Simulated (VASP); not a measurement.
TiGa11As12 (a cell with a defect), 24 atoms in the cell. The cell holds a defect, 24 atoms: a = 11.993 Å, b = 7.996 Å, c = 7.996 Å, α = 60.00°, β = 60.00°, γ = 60.00°. 

* Program: VASP 6.6.1
* Task: single point
* Functional: PBEsol
* Potentials or basis: VASP PAW PBE potentials, release 64 (Ti_sv, Ga_d, As)
* Cutoff: 350 eV
* k mesh: 2 × 2 × 2
* Occupations: gaussian, width 0.03 eV
* Spin: collinear spin, ferromagnetic start
* Starting moments: [2.0, 0.0, 0.0, 0.0, 0.0, 0.0, 0.0, 0.0, 0.0, 0.0, 0.0, 0.0, 0.0, 0.0, 0.0, 0.0, 0.0, 0.0, 0.0, 0.0, 0.0, 0.0, 0.0, 0.0] μB
* Hubbard terms: Ti d U = 3 eV
* Dq: -1
* Further INCAR settings: LREAL = Auto; ALGO = All; EDIFF = 1e-05; NBANDS = 130; ISYM = 0; NELECT = 216.0

Potentials or basis: VASP PAW PBE potentials, release 64 (Ti_sv, Ga_d, As).

Command:

```bash
$ cat potpaw_PBE.64/Ti_sv/POTCAR potpaw_PBE.64/Ga_d/POTCAR potpaw_PBE.64/As/POTCAR > POTCAR
$ mpirun -np 4 vasp_std > vasp.out
```

Hardware: 4 MPI ranks on Intel(R) Xeon(R) 6975P-C (Granite Rapids), with other jobs on the host.

Question: Estimate the wall time of this run.

Answer: Run time: 9.1 min on 4 MPI ranks on Intel(R) Xeon(R) 6975P-C (Granite Rapids), on a shared host, peak memory 0.8 GiB a rank. Counts: scf iterations 32, k points 8.
